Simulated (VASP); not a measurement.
Given:

```yaml
crystal:
  lattice:
    - [5.40765, 0.00000, 0.00000]
    - [0.00000, 5.40765, 0.00000]
    - [0.00000, 0.00000, 19.82330]
  atoms:
    - { symbol: Rh, position: [0.25000, 0.25000, 0.35975] }
    - { symbol: Rh, position: [0.75000, 0.25000, 0.35950] }
    - { symbol: Rh, position: [0.25000, 0.75000, 0.35950] }
    - { symbol: Rh, position: [0.75000, 0.75000, 0.35949] }
    - { symbol: Rh, position: [0.99953, 0.99953, 0.45249] }
    - { symbol: Rh, position: [0.50047, 0.99953, 0.45249] }
    - { symbol: Rh, position: [0.99953, 0.50047, 0.45249] }
    - { symbol: Rh, position: [0.50047, 0.50047, 0.45249] }
    - { symbol: Rh, position: [0.25000, 0.25000, 0.54848] }
    - { symbol: Rh, position: [0.75000, 0.25000, 0.54987] }
    - { symbol: Rh, position: [0.25000, 0.75000, 0.54987] }
    - { symbol: Rh, position: [0.75000, 0.75000, 0.55115] }
    - { symbol: Rh, position: [0.00091, 0.00091, 0.64369] }
    - { symbol: Rh, position: [0.49909, 0.00091, 0.64369] }
    - { symbol: Rh, position: [0.00091, 0.49909, 0.64369] }
    - { symbol: Rh, position: [0.49909, 0.49909, 0.64369] }
    - { symbol: H, position: [0.25000, 0.25000, 0.67504] }
```

Computed with PBE GGA, VASP's PBE PAW potentials (set 64) (plane waves; VASP). Numerical set-up: PREC = Normal, 400 eV cut-off, 5×5×1 Γ-centred mesh, first-order Methfessel-Paxton smearing of 0.10 eV, potentials Rh H.

Task: Estimate the energy per atom (σ→0), band gap (on the k-mesh) with the smallest direct gap where there is one.

Result: 
```json
{
  "band gap (on the k-mesh)": "none (metal, semimetal or under 0.01 eV)",
  "energy per atom (σ→0)": "-632.4 kJ/mol-atom"
}
```

Total energies compare only between runs with the same potentials, cut-off and functional.

The cell is a thin slab with vacuum, built from Rh (fcc): (100) face, H adsorbed.
